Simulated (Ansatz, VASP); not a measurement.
**LaMg in VASP and in Ansatz**

```
La Mg
1.0
     3.85699    0.00000    0.00000
     0.00000    3.85699    0.00000
     0.00000    0.00000    3.85699
La Mg
1 1
Direct
  0.50000 0.50000 0.50000
  0.00000 0.00000 0.00000
```

Alike in both runs: functional LDA; k mesh 10 × 10 × 10; occupations gaussian, width 0.1 eV; no spin polarisation.

Ansatz relaxed the structure, and its values are those at the end. VASP's run is a single point on that final structure, the one shown.

|  | VASP | Ansatz |
| --- | --- | --- |
| version | VASP 6.6.1 | Ansatz 0.2.0 |
| potentials or method | VASP PAW LDA potentials, release 64 (La, Mg) | scalar-relativistic, plane waves, PAW |
| plane-wave cutoff (eV) | 520 | 420 |
| valence electrons in the cell | 13 | 21 |

```csv
,VASP,Ansatz,Ansatz less VASP
gap on the k mesh at the Fermi level (eV),none,none,-
pressure (GPa),-0.3,0.0,+0.26
```

A gap of «none» marks a metal or a gap that the smearing closes. The two sets of potentials don't hold the same shells in valence.

Spin-orbit coupling is left out, which matters for the levels of La.
